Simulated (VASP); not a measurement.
## LaAgSb2 with PBEsol: from relaxation to properties

Aim: relax LaAgSb2 with PBEsol, compute its properties on that cell and hold them against experiment. The steps: relaxing cell and atoms (PBEsol), second relaxation, density, ELF and potential (PBEsol), bands along the symmetry lines (PBEsol), density of states (PBEsol), vibrations at Γ (PBEsol), volume scan with PBEsol and fit for PBEsol. The start is a computed cell from the Materials Project.

Method: PBEsol; plane waves and PAW (La, Ag, Sb), in VASP 6.6.1.

The experiments to compare with:

For LaAgSb2, tetragonal layered (Sb self-flux single crystal, 240 K), “Successive destruction of charge density wave states by pressure in LaAgSb2” (2021, arxiv:2102.04612) gives, by single-crystal X-ray diffraction: lattice constant a 4.3941 ± 0.0018 Å [measured at 240 K, above the CDW transitions]; lattice constant c 10.868 ± 0.006 Å [measured at 240 K, above the CDW transitions].

For LaAgSb2, tetragonal ZrCuSiAs-type (powder in silicone oil, 300 K), “Lattice dynamics of topological Dirac semimetal LaAgSb2 with charge density wave ordering” (2020, arxiv:2008.13248) gives, by synchrotron XRD under pressure: bulk modulus (B0 of tetragonal phase, Birch-Murnaghan with B0' fixed at 4) 67.5 ± 1.7 GPa [equation-of-state fit with B0' fixed at 4]; Raman mode (P3, Eg(3)) 99 cm⁻¹ [Eg mode seen in c-axis backscattering, where it is nominally forbidden; the paper's table …]; Raman mode (P5, A1g(1), out-of-phase La and Sb vibration) 127 cm⁻¹.

Most raw output is cut from this account.

**1. The starting structure**

Before any relaxation, the start is as follows. The structure is tetragonal, space group P4/nmm (No. 129). Conventional cell: a = 4.403 Å, b = 4.403 Å, c = 11.067 Å, α = 90.00°, β = 90.00°, γ = 90.00°. La has 8 Sb at 3.29 to 3.42 Å and 4 Ag at 3.65 Å nearest. Nearest to Ag lie 4 Sb at 2.87 Å and 4 Ag at 3.11 Å and 4 La at 3.65 Å. Nearest to Sb lie 4 Ag at 2.87 Å and 4 La at 3.29 Å. Nearest to Sb lie 4 Sb at 3.11 Å and 4 La at 3.42 Å. Farther neighbours are not listed.

**2. Relaxing cell and atoms (PBEsol)**

The start need not lie at this functional's minimum. ISIF = 3 frees volume, shape and positions, and EDIFFG sets the threshold on forces and stress at which the search stops. PBEsol restores the gradient expansion of exchange and is tuned for the cells of solids.

Contents of INCAR:

```
SYSTEM = LaAgSb2
PREC = Accurate
ENCUT = 400
EDIFF = 1E-06
NELM = 100
ISMEAR = 0
SIGMA = 0.05
LREAL = .FALSE.
ALGO = Normal
GGA = PS
NBANDS = 40
LORBIT = 11
LWAVE = .FALSE.
LCHARG = .FALSE.
KPAR = 4
IBRION = 2
NSW = 60
ISIF = 3
EDIFFG = -0.01
```

Contents of POSCAR:

```
LaAgSb2
1.0
    4.4034617500      0.0000000000      0.0000000000
    0.0000000000      4.4034617500      0.0000000000
    0.0000000000      0.0000000000     11.0668197600
La Ag Sb
2 2 4
Direct
    0.0000000000      0.5000000000      0.2629930000
    0.5000000000      0.0000000000      0.7370070000
    0.0000000000      0.0000000000      0.0000000000
    0.5000000000      0.5000000000      0.0000000000
    0.0000000000      0.5000000000      0.8333123600
    0.5000000000      0.0000000000      0.1666876400
    0.0000000000      0.0000000000      0.5000000000
    0.5000000000      0.5000000000      0.5000000000
```

Contents of KPOINTS:

```
Automatic mesh
0
Gamma
5 5 2
0 0 0
```

The projector-augmented-wave data sets are La, Ag and Sb (PBE family, release 64).

On the command line:

```bash
mpirun -np 4 vasp_std
```

Run time: 1.7 min. Hardware: 4 MPI ranks of Intel Xeon 6975P-C (Granite Rapids), shared host; peak memory 1.2 GiB; 6.8 min of CPU time.

The k-mesh is coarse for a metal. The PAW data sets were made with PBE, which is usual practice but a small mismatch for other functionals. The run keeps the 16 symmetry operations of its start, so it cannot find a distortion of lower symmetry.

The steps of the relaxation:

```tsv
step	energy less that of the first step (eV)	largest force (eV/Å)	pressure (GPa)	volume (Å³)
1	0.0000	0.1053	-2.83	214.59
2	-0.0551	0.3000	2.15	200.19
3	-0.0872	0.1773	0.12	205.42
4	-0.0995	0.1488	0.08	205.16
5	-0.1162	0.1270	0.11	204.39
6	-0.1113	0.0161	0.16	202.60
7	-0.1208	0.0902	0.15	203.73
8	-0.1220	0.0010	-0.33	204.91
9	-0.1223	0.0300	-0.19	204.52
10	-0.1227	0.0499	0.13	203.65
11	-0.1232	0.0168	0.01	204.01
12	-0.1232	0.0156	0.00	204.02
13	-0.1232	0.0110	-0.01	204.03
14	-0.1232	0.0052	-0.02	204.07
```

```tsv
conventional cell, symmetrised	before	after	change
a (Å)	4.403	4.409	+0.1 %
b (Å)	4.403	4.409	+0.1 %
c (Å)	11.067	10.498	-5.1 %
volume (Å³/atom)	26.82	25.51	-4.9 %
```

The atoms that moved most (Å, as changes of fractional coordinates times the final cell):

```tsv
atom	dx	dy	dz	length
Sb6	0.000	0.000	0.056	0.056
Sb5	0.000	0.000	-0.056	0.056
La2	0.000	0.000	0.044	0.044
La1	0.000	0.000	-0.044	0.044
```

Final coordinates:

```xyz
8
Lattice="4.4089 0.0000 0.0000 0.0000 4.4089 0.0000 0.0000 0.0000 10.4980" Properties=species:S:1:pos:R:3 pbc="T T T"
La    0.0000    2.2045    2.7165
La    2.2045    0.0000    7.7815
Ag    0.0000    0.0000    0.0000
Ag    2.2045    2.2045    0.0000
Sb    0.0000    2.2045    8.6920
Sb    2.2045    0.0000    1.8060
Sb    0.0000    0.0000    5.2490
Sb    2.2045    2.2045    5.2490
```

Numbers from this step:

```
electrons                       : 64
bands                           : 40
irreducible k-points            : 12
symmetry operations             : 16
free energy (TOTEN)             : -41.70 eV
energy at zero smearing         : -41.70 eV
Fermi energy                    : 8.356 eV
pressure                        : -0.01791 GPa
metallic                        : yes
SCF cycles over all ionic steps : 114
```

It ends with a largest force of 0.005 eV/Å and a pressure of -0.02 GPa.

**3. Second relaxation**

A relaxation keeps the plane waves of the cell it began with, so it is repeated from the new cell, on a basis made for it.

INCAR is that of step 2.

Contents of POSCAR:

```
LaAgSb2
1.0
    4.4089042921      0.0000000000      0.0000000000
    0.0000000000      4.4089042921      0.0000000000
    0.0000000000      0.0000000000     10.4980201740
La Ag Sb
2 2 4
Direct
    0.0000000000      0.5000000000      0.2587664934
    0.5000000000      0.0000000000      0.7412335066
    0.0000000000      0.0000000000      0.0000000000
    0.5000000000      0.5000000000      0.0000000000
    0.0000000000      0.5000000000      0.8279640808
    0.5000000000      0.0000000000      0.1720359192
    0.0000000000      0.0000000000      0.5000000000
    0.5000000000      0.5000000000      0.5000000000
```

KPOINTS is that of step 2.

On the command line:

```bash
mpirun -np 4 vasp_std
```

The job ended after 19 s (4 MPI ranks; peak memory 1.2 GiB).

Little changed from the start: no atom moved by 0.005 Å and no cell edge by 0.1 %.

This step gave:

```yaml
free_energy_toten: -41.69 eV
energy_at_zero_smearing: -41.69 eV
fermi_energy: 8.368 eV
pressure: 0.01700 GPa
scf_cycles_over_all_ionic_steps: 22
```

It ends with a largest force of 0.004 eV/Å and a pressure of 0.02 GPa. The volume moved by only 0.09 %, so the volume is settled.

**4. Density, ELF and potential (PBEsol)**

The relaxed cell gets a fresh self-consistent run, on a basis set for its own volume, to fix the density and to check the remaining stress.

Edit INCAR of step 3 so:

```diff
@@ -13,7 +13,5 @@
 LWAVE = .FALSE.
-LCHARG = .FALSE.
-KPAR = 4
-IBRION = 2
-NSW = 60
-ISIF = 3
-EDIFFG = -0.01
+LCHARG = .TRUE.
+ISIF = 2
+LELF = .TRUE.
+LVHAR = .TRUE.
```

Contents of POSCAR:

```
LaAgSb2
1.0
    4.4081047292      0.0000000000      0.0000000000
    0.0000000000      4.4081047292      0.0000000000
    0.0000000000      0.0000000000     10.4926354002
La Ag Sb
2 2 4
Direct
    0.0000000000      0.5000000000      0.2587479619
    0.5000000000      0.0000000000      0.7412520381
    0.0000000000      0.0000000000      0.0000000000
    0.5000000000      0.5000000000      0.0000000000
    0.0000000000      0.5000000000      0.8279882607
    0.5000000000      0.0000000000      0.1720117393
    0.0000000000      0.0000000000      0.5000000000
    0.5000000000      0.5000000000      0.5000000000
```

KPOINTS is that of step 3.

On the command line:

```bash
mpirun -np 4 vasp_std
```

Elapsed: 13 s, on 4 MPI ranks; peak memory 0.69 GiB; 50 s of CPU time.

This step gave:

- SCF cycles: 16
- pressure: 0.02584 GPa

Valence electrons inside each PAW sphere by angular momentum. Sphere charges, by row:

```tsv
atom	s (e)	p (e)	d (e)	f (e)	tot (e)
La1	2.025	5.622	0.762	0.143	8.552
La2	2.025	5.622	0.762	0.143	8.552
Ag3	0.409	0.348	9.14	0	9.897
Ag4	0.409	0.348	9.14	0	9.897
Sb5	1.131	1.332	0.031	0	2.494
Sb6	1.131	1.332	0.031	0	2.494
Sb7	1.18	1.226	0.031	0	2.437
Sb8	1.18	1.226	0.031	0	2.437
```

Valence density in the ac plane at fractional y = 0.000, with atoms of La and Ag and Sb within 0.2 Å of it. It is the smooth field of the valence electrons, not physical close to the nuclei.

Ten steps, logarithmic in the rise over the least value, from '0' (-0.3 e/Å³) to '9' (6.8 e/Å³), each cell a mean:
```
98754433344679
76544333344467
44444444444444
44444555544444
33445677765443
33456765675443
33456765675443
44445677665444
44444555544444
55444444444445
44544443444454
03444433444542
34444433344443
55444333334455
44443333334444
44433333333444
33344444444433
33444444444443
34445544454443
44445420345444
44445433454444
55444444444455
87654444444578
99754444444689
```
Columns run along a (4.4 Å), rows up along c (10.5 Å). Atoms in or near the plane, at fractional coordinates: La at (0.50, 0.74), Ag at (0.00, 0.00), Sb at (0.50, 0.17), Sb at (0.00, 0.50).

Electrostatic potential energy in the ac plane at fractional y = 0.000, with atoms of La and Ag and Sb within 0.2 Å of it. With pseudopotentials it is smooth inside the atoms' cores, unlike the true potential.

Ten even steps from '_' (-93 eV) to '@' (4 eV), each cell a mean:
```
::--**%%@@@@@@@@@@@@@@##++--
**##%%@@@@@@@@@@@@@@@@@@##**
@@@@@@@@@@@@@@@@@@@@@@@@@@@@
@@@@@@@@@@%%%%##%%%%@@@@@@@@
@@@@@@@@%%++--::==**%%@@@@@@
@@@@@@%%**..______--##@@@@@@
@@@@@@%%**::______--##@@@@@@
@@@@@@@@%%++--::==**%%@@@@@@
@@@@@@@@@@%%%%##%%%%@@@@@@@@
##%%@@@@@@@@@@@@@@@@@@@@%%%%
::--**%%@@@@@@@@@@@@@@%%++::
____--%%@@@@@@@@@@@@@@**::__
__..==%%@@@@@@@@@@@@@@##--__
==++##@@@@@@@@@@@@@@@@%%##++
@@@@@@@@@@@@@@@@@@@@@@@@@@@@
@@@@@@@@@@@@@@@@@@@@@@@@@@@@
@@@@@@@@@@@@@@@@@@@@@@@@@@@@
@@@@@@@@@@%%######%%@@@@@@@@
@@@@@@@@%%==::..::**%%@@@@@@
@@@@@@@@**::______--##@@@@@@
@@@@@@@@##--..__..++%%@@@@@@
%%%%@@@@@@##++++**%%@@@@@@%%
==++##@@@@@@@@@@@@@@@@%%**==
::--++%%@@@@@@@@@@@@@@##==::
```
Columns run along a (4.4 Å; values clipped at the 3rd and 97th percentile), rows up along c (10.5 Å). Atoms in or near the plane, at fractional coordinates: La at (0.50, 0.74), Ag at (0.00, 0.00), Sb at (0.50, 0.17), Sb at (0.00, 0.50).

ELF in the ac plane at fractional y = 0.000, with atoms of La and Ag and Sb within 0.2 Å of it. It is the smooth field of the valence electrons, not physical close to the nuclei.

Ten even steps from '0' (0.01) to '9' (0.90), each cell a mean:
```
00222111122310
22322100112222
22211111101222
22112477631112
11026999984111
10048965897201
11148965898201
43126999985123
88522456532368
99963111124899
89986311147899
67886311247887
78875210136887
99974100025899
99852000013689
76421122211356
22234677654222
12468999988531
13689988899742
23688865788752
22478765788632
22246777775322
01223555543221
00122233322210
```
Columns run along a (4.4 Å), rows up along c (10.5 Å). Atoms in or near the plane, at fractional coordinates: La at (0.50, 0.74), Ag at (0.00, 0.00), Sb at (0.50, 0.17), Sb at (0.00, 0.50).

In this run the pressure is 0.03 GPa, small enough to go on.

**5. Bands along the symmetry lines (PBEsol)**

Levels along the symmetry lines show where the bands peak and cross; KPOINTS_OPT computes them in the converged potential.

Contents of INCAR:

```
SYSTEM = LaAgSb2
PREC = Accurate
ENCUT = 400
EDIFF = 1E-06
NELM = 100
ISMEAR = 0
SIGMA = 0.05
LREAL = .FALSE.
ALGO = Normal
GGA = PS
NBANDS = 52
LORBIT = 11
LWAVE = .FALSE.
LCHARG = .FALSE.
KPAR = 4
```

POSCAR is that of step 4.

KPOINTS is that of step 4.

Contents of KPOINTS_OPT:

```
Line mode
12
Line-mode
Reciprocal
  0.00000000   0.00000000   0.00000000 GAMMA
  0.00000000   0.50000000   0.00000000 X

  0.00000000   0.50000000   0.00000000 X
  0.50000000   0.50000000   0.00000000 M

  0.50000000   0.50000000   0.00000000 M
  0.00000000   0.00000000   0.00000000 GAMMA

  0.00000000   0.00000000   0.00000000 GAMMA
  0.00000000   0.00000000   0.50000000 Z

  0.00000000   0.00000000   0.50000000 Z
  0.00000000   0.50000000   0.50000000 R

  0.00000000   0.50000000   0.50000000 R
  0.50000000   0.50000000   0.50000000 A

  0.50000000   0.50000000   0.50000000 A
  0.00000000   0.00000000   0.50000000 Z

  0.00000000   0.50000000   0.00000000 X
  0.00000000   0.50000000   0.50000000 R

  0.50000000   0.50000000   0.00000000 M
  0.50000000   0.50000000   0.50000000 A
```

On the command line:

```bash
mpirun -np 4 vasp_std
```

Wall time 91 s (4 MPI ranks); peak memory 1.4 GiB; 6 min of CPU time.

Spin-orbit coupling is off here; with elements this heavy it splits and shifts levels by tenths of an eV or more.

This step gave:

```yaml
bands: 52
pressure: 0.02383 GPa
```

The electronic bands at the labelled points (eV, zero at the Fermi level; # counts the bands kept):

```tsv
point	#19	#20	#21	#22	#23	#24	#25	#26
Γ	-1.21	-0.48	0.33	0.40	0.40	1.56	2.00	2.04
0.55 of the way	-1.24	-0.63	-0.61	0.00	1.10	1.24	1.41	1.53
X	-1.34	-1.34	-0.67	-0.67	-0.30	-0.30	2.14	2.14
0.55 of the way	-1.67	-1.67	-0.91	-0.91	1.71	1.71	2.11	2.11
M	-2.23	-2.23	-1.54	-1.54	1.98	1.98	2.29	2.29
0.55 of the way	-1.31	-0.79	-0.59	-0.09	0.21	1.33	1.84	2.06
Γ	-1.21	-0.48	0.33	0.40	0.40	1.56	2.00	2.04
0.55 of the way	-1.13	-0.78	0.24	0.43	0.43	1.50	1.93	2.07
Z	-1.07	-1.06	0.16	0.46	0.46	1.47	1.91	2.07
0.45 of the way	-1.27	-0.67	-0.45	-0.28	1.12	1.39	1.42	1.50
R	-0.60	-0.60	-0.49	-0.49	0.27	0.27	1.55	1.55
0.55 of the way	-1.50	-1.50	-0.83	-0.83	1.41	1.41	2.17	2.17
A	-1.89	-1.89	-1.57	-1.57	1.82	1.82	2.09	2.09
0.45 of the way	-1.51	-1.26	-1.17	-0.60	1.14	1.64	1.84	2.04
Z	-1.07	-1.06	0.16	0.46	0.46	1.47	1.91	2.07
jump to X	-1.34	-1.34	-0.67	-0.67	-0.30	-0.30	2.14	2.14
0.45 of the way	-0.79	-0.79	-0.59	-0.59	-0.16	-0.16	1.95	1.95
R	-0.60	-0.60	-0.49	-0.49	0.27	0.27	1.55	1.55
jump to M	-2.23	-2.23	-1.54	-1.54	1.98	1.98	2.29	2.29
0.45 of the way	-2.09	-2.09	-1.55	-1.55	2.02	2.02	2.12	2.12
A	-1.89	-1.89	-1.57	-1.57	1.82	1.82	2.09	2.09
```

Of the projections kept (La, Ag, Sb), the largest for each band there; the rest of the weight can lie on other orbitals:

```tsv
point	#19	#20	#21	#22	#23	#24	#25	#26
Γ	La 0.59	Sb 0.49	La 0.54	Sb 0.47	Sb 0.47	La 0.80	La 0.80	La 0.87
X	Sb 0.50	Sb 0.50	Sb 0.63	Sb 0.63	Sb 0.74	Sb 0.74	La 0.88	La 0.88
M	Ag 0.81	Ag 0.81	Sb 0.70	Sb 0.70	La 0.87	La 0.87	La 0.96	La 0.96
Γ	La 0.59	Sb 0.49	La 0.54	Sb 0.47	Sb 0.47	La 0.80	La 0.80	La 0.87
Z	Sb 0.48	La 0.49	La 0.75	Sb 0.48	Sb 0.48	La 0.63	La 0.84	La 0.91
R	Sb 0.58	Sb 0.58	Sb 0.63	Sb 0.63	Sb 0.63	Sb 0.63	La 0.53	La 0.53
```

There is no gap at this level.

**6. Density of states (PBEsol)**

A density of states needs more k-points than a total energy; ISMEAR = -5 takes tetrahedra, and LORBIT projects the states on the PAW spheres. The mesh is finer than in the run before.

Edit INCAR of step 5 so:

```diff
@@ -5,3 +5,3 @@
 NELM = 100
-ISMEAR = 0
+ISMEAR = -5
 SIGMA = 0.05
@@ -15 +15,2 @@
 KPAR = 4
+NEDOS = 2001
```

POSCAR is that of step 5.

Contents of KPOINTS:

```
Automatic mesh
0
Gamma
7 7 3
0 0 0
```

On the command line:

```bash
mpirun -np 4 vasp_std
```

Run time: 26 s. Hardware: 4 MPI ranks; peak memory 1.3 GiB; 100 s of CPU time.

On this mesh force components of up to 0.11 eV/Å appear, so the relaxed positions are not converged with the sampling. With tetrahedra the forces and stress of a metal are not exact derivatives of the energy.

This step gave:

* irreducible k-points: 20
* free energy (TOTEN): -41.76 eV
* Fermi energy: 8.427 eV
* pressure: -0.2440 GPa
* DOS at the Fermi level: 1.822 states/eV/cell

The density of states has structure finer than the step of the table below, so its rows give means over 0.5 eV, whole bins alone (the curve runs from -12.0 to 1.88 eV). Peaks (eV: height): total -5.01: 19.4, -4.89: 16.3, -4.71: 24.9, -4.42: 19.4; Ag d -5.01: 14.5, -4.89: 12.4, -4.71: 20.0, -4.42: 16.3; Sb p -2.20: 1.69, -1.84: 1.70, -1.42: 2.09, -0.88: 1.68; Sb s -9.21: 5.69, -9.09: 7.56, -8.61: 3.05.

States under -12.0 eV and over 1.9 eV are left out. Table of density of states by energy, zero at the Fermi level; means over each step; values in states/eV/cell:

```tsv
energy (eV)	total	Ag d	Sb p	La f	Sb s
-11.5	0	0	0	0	0
-11.0	0.469	2.3e-4	0.00204	0	0.227
-10.5	0.891	6.5e-4	0.00963	0	0.434
-10.0	1.37	0.00404	0.0206	4.8e-4	0.661
-9.5	4.47	0.144	0.0404	0.00362	2.17
-9.0	5.22	0.286	0.0360	0.00664	2.65
-8.5	1.68	6.9e-4	0.0351	0.00225	0.927
-8.0	0.766	3.4e-4	0.0234	0.00140	0.424
-7.5	0.505	0	0.0167	0.00120	0.290
-7.0	0.383	0	0.0118	0.00117	0.227
-6.5	0.235	1.0e-4	0.00481	7.3e-4	0.148
-6.0	0.00980	0	1.5e-4	2.6e-5	0.00632
-5.5	7.45	5.12	0.329	0.00560	0.0374
-5.0	14.0	10.6	0.491	0.00983	0.0641
-4.5	16.0	12.9	0.512	0.0130	0.139
-4.0	5.80	3.32	0.540	0.0106	0.0891
-3.5	3.92	1.09	0.608	0.0172	0.144
-3.0	4.12	0.561	0.898	0.0193	0.107
-2.5	4.00	0.479	0.869	0.0197	0.0868
-2.0	6.63	0.697	1.45	0.0402	0.0887
-1.5	7.08	0.455	1.68	0.0772	0.0539
-1.0	5.42	0.460	1.23	0.109	0.0512
-0.5	4.44	0.342	1.07	0.174	0.0894
0.0	1.84	0.110	0.464	0.125	0.0327
0.5	1.77	0.0587	0.388	0.171	0.0573
1.0	1.83	0.0517	0.294	0.248	0.0526
1.5	5.95	0.157	0.385	1.50	0.122
```

Force by atom:

```tsv
atom	x (eV/Å)	y (eV/Å)	z (eV/Å)	size
La1	0.000	0.000	-0.108	0.108
La2	0.000	0.000	0.108	0.108
Ag3	0.000	0.000	0.000	0.000
Ag4	0.000	0.000	0.000	0.000
Sb5	0.000	0.000	-0.004	0.004
Sb6	0.000	0.000	0.004	0.004
Sb7	0.000	0.000	0.000	0.000
Sb8	0.000	0.000	0.000	0.000
```

The finer mesh and the other smearing move the Fermi level by +0.06 eV from the 5×5×2 run, one measure of the sampling error in the zero of the bands above. Of the states within 0.3 eV of the Fermi level, the largest shares in the PAW spheres are Sb p 25 %, La f 7 % and Ag d 6 %. The rest lies in smaller channels or between the spheres.

**7. Vibrations at Γ (PBEsol)**

Zone-centre modes test whether the atoms sit at a minimum within this cell. IBRION = 8 takes the force constants from linear response, which needs tightly converged orbitals.

Contents of INCAR:

```
SYSTEM = LaAgSb2
PREC = Accurate
ENCUT = 400
EDIFF = 1E-08
NELM = 100
ISMEAR = 1
SIGMA = 0.2
LREAL = .FALSE.
ALGO = Normal
GGA = PS
NBANDS = 40
LORBIT = 11
LWAVE = .FALSE.
LCHARG = .FALSE.
KPAR = 4
IBRION = 8
ISIF = 2
```

POSCAR is that of step 6.

KPOINTS is that of step 6.

On the command line:

```bash
mpirun -np 4 vasp_std
```

Run time: 10 min. Hardware: 4 MPI ranks; peak memory 2.9 GiB.

Energies printed during the response cycles are not total energies of the cell.

This step gave:

- bands: 40
- pressure of the cell: -0.1968 GPa
- largest force of the cell: 0.05527 eV/Å
- Fermi energy: 8.356 eV

The modes at Γ (shares of kinetic energy by element, %):

```tsv
mode	frequency (cm⁻¹)	symmetry	La %	Ag %	Sb %
1	-2.0	acoustic	30	21	49
2	-2.0	acoustic	30	21	49
3	-0.1	acoustic	28	22	50
4	51.2	Eg	39	20	41
5	51.2	Eg	39	20	41
6	60.6	Eu	1	23	76
7	60.6	Eu	1	23	76
8	77.7	A2u	15	19	65
9	89.4	Eg	14	43	43
10	89.4	Eg	14	43	43
11	93.0	Eu	34	51	15
12	93.0	Eu	34	51	15
13	99.3	Bg	0	88	12
14	106.0	Eg	21	23	56
15	106.0	Eg	21	23	56
16	108.1	Bg	0	12	88
17	108.7	A1g	28	0	72
18	119.9	A1g	72	0	28
19	129.1	A2u	14	37	49
20	144.3	Eu	35	4	60
21	144.3	Eu	35	4	60
22	145.1	A2u	42	22	36
23	159.2	Eg	26	14	60
24	159.2	Eg	26	14	60
```

Displacements in mode 5 (51.2 cm⁻¹), the largest set to 1:
```
La1  0.98  0.16  0.00
La2 -0.98 -0.16  0.00
Ag3  0.78 -0.13  0.00
Ag4 -0.78  0.13  0.00
Sb5 -1.00 -0.17  0.00
Sb6  1.00  0.17  0.00
Sb7 -0.37  0.06  0.00
Sb8  0.37 -0.06  0.00
```

Displacements in mode 15 (106.0 cm⁻¹), the largest set to 1:
```
La1 -0.58  0.47  0.00
La2  0.58 -0.47  0.00
Ag3  0.70  0.57  0.00
Ag4 -0.70 -0.57  0.00
Sb5  0.20 -0.16  0.00
Sb6 -0.20  0.16  0.00
Sb7 -1.00 -0.81  0.00
Sb8  1.00  0.81  0.00
```

The three acoustic modes lie within 2.0 cm⁻¹ of zero, and all others are real. By the characters of their eigenvectors the optical modes sort into (cm⁻¹) Raman active: Eg 51, Eg 89, Bg 99, Eg 106, Bg 108, A1g 109, A1g 120, Eg 159; infrared active: Eu 61, A2u 78, Eu 93, A2u 129, Eu 144, A2u 145. B labels carry no number here, since it depends on the setting of the axes. With a centre of inversion no mode is active in both.

[end of part 1 of 2]

[Lines on the potential files, build, host, timing and source positions are cut from VASP's logs without a mark.]

[Logs are printed without paths, hosts, clocks, repeated set-up lines and the standing remarks that a program may print on its own settings, such as how far it seeks lower states.]

[Hosts, paths, dates, database ids (printed as entryN), source tags and the programs' standing remarks are cut or masked in the printed files.]

[A measured line is paired with the nearest computed mode of its activity, which favours agreement.]
